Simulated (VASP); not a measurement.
A run of VASP 6.6.1:

Contents of POSCAR:

```
SnTeS4
1.0
    3.7609660000      0.0000000000      0.0000000000
   -1.8804830000      3.2570920000      0.0000000000
    0.0000000000      0.0000000000     13.5761500000
Sn Te S
1 1 4
Direct
    0.0000000000      0.0000000000      0.5000000000
    0.0000000000      0.0000000000      0.0000000000
    0.6666670000      0.3333330000      0.8842050000
    0.6666670000      0.3333330000      0.3926370000
    0.3333330000      0.6666670000      0.6073630000
    0.3333330000      0.6666670000      0.1157950000
```

File INCAR.step1:

```
SYSTEM = SnTeS4
PREC = Accurate
ENCUT = 520
EDIFF = 1E-5
ISMEAR = 0
SIGMA = 0.02
LREAL = .FALSE.
LASPH = .TRUE.
NELM = 40
ALGO = Normal
ISIF = 2
LWAVE = .TRUE.
KPAR = 4
GGA = PE
```

Contents of INCAR.step2:

```
SYSTEM = SnTeS4
PREC = Accurate
ENCUT = 520
EDIFF = 1E-5
ISMEAR = 0
SIGMA = 0.02
LREAL = .FALSE.
LASPH = .TRUE.
NELM = 40
ALGO = Normal
ISIF = 2
LWAVE = .FALSE.
LCHARG = .FALSE.
GGA = PE
LHFCALC = .TRUE.
HFSCREEN = 0.2
PRECFOCK = Fast
KPAR = 4
ISTART = 1
```

File KPOINTS:

```
Automatic mesh
0
G
  6 6 2
  0 0 0
```

Potentials or basis: VASP PAW PBE potentials, release 64 (Sn_d, Te, S).

The run is started by

```sh
$ cat potpaw_PBE.64/Sn_d/POTCAR potpaw_PBE.64/Te/POTCAR potpaw_PBE.64/S/POTCAR > POTCAR
$ cp INCAR.step1 INCAR
$ mpirun -np 4 vasp_std > vasp.out
$ cp INCAR.step2 INCAR
$ mpirun -np 4 vasp_std > vasp.out
```

Hardware: 4 MPI ranks on Intel(R) Xeon(R) 6975P-C (Granite Rapids) (shared host).

Problem. How long does it take, and how much memory?

Solution. Wall time 8.7 min on 4 MPI ranks on Intel(R) Xeon(R) 6975P-C (Granite Rapids), with other jobs on the host, peak memory 0.45 GiB a rank. Counts: scf iterations 8, k points 14.
